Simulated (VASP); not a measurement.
An input for Ansatz (written as the equivalent of a VASP run, and not itself run):

Ansatz 0.2 input:
```yaml
crystal:
  lattice:
    - [0.0000000, 2.7050000, 2.7050000]
    - [2.7050000, 0.0000000, 2.7050000]
    - [2.7050000, 2.7050000, 0.0000000]
  atoms:
    - { symbol: Si, position: [0.2500000, 0.2500000, 0.2500000] }
    - { symbol: Si, position: [0.7500000, 0.7500000, 0.7500000] }
    - { symbol: Ni, position: [0.0000000, 0.0000000, 0.0000000] }
kpoints:
  mp_grid: { grid: [9, 9, 9] }
hamiltonian:
  xc: pbe
  pseudopotentials: { kind: paw }
scf:
  occupations: { method: methfessel_paxton, width: 0.1 }
  max_iter: 100
output: { forces: true, stress: true, eigenvalues: true }
```

Question: Translate this input to VASP (INCAR, KPOINTS, POSCAR, choice of POTCAR).

Answer: This is not unique; one that fits is 
### INCAR
```
SYSTEM = NiSi2
PREC = Accurate
ENCUT = 400
EDIFF = 1E-6
NELM = 100
ALGO = Normal
LREAL = .FALSE.
LASPH = .TRUE.
ISMEAR = 1
SIGMA = 0.1
GGA = PE
LMAXMIX = 4
LWAVE = .FALSE.
LCHARG = .FALSE.
ISIF = 2
```

File POSCAR:
```
NiSi2
2.7050
  0.0000000000   1.0000000000   1.0000000000
  1.0000000000   0.0000000000   1.0000000000
  1.0000000000   1.0000000000   0.0000000000
Si Ni
2 1
Direct
  0.2500000000   0.2500000000   0.2500000000
  0.7500000000   0.7500000000   0.7500000000
  0.0000000000   0.0000000000   0.0000000000
```

File KPOINTS:
```
Automatic mesh
0
Gamma
  9 9 9
0 0 0
```

POTCAR, in this order: Si Ni (PBE.64 set). Program: vasp_std.

What does not carry over: each code has its own PAW files, so the cut-off isn't converted (ENCUT is set for VASP's; basis.ecutwfc is left out, and Ansatz then takes the one that its files recommend); Ansatz stops its SCF on the density residual and VASP on the energy change (EDIFF).

The compound is NiSi2 in the fluorite structure. The cell was not relaxed at this level.
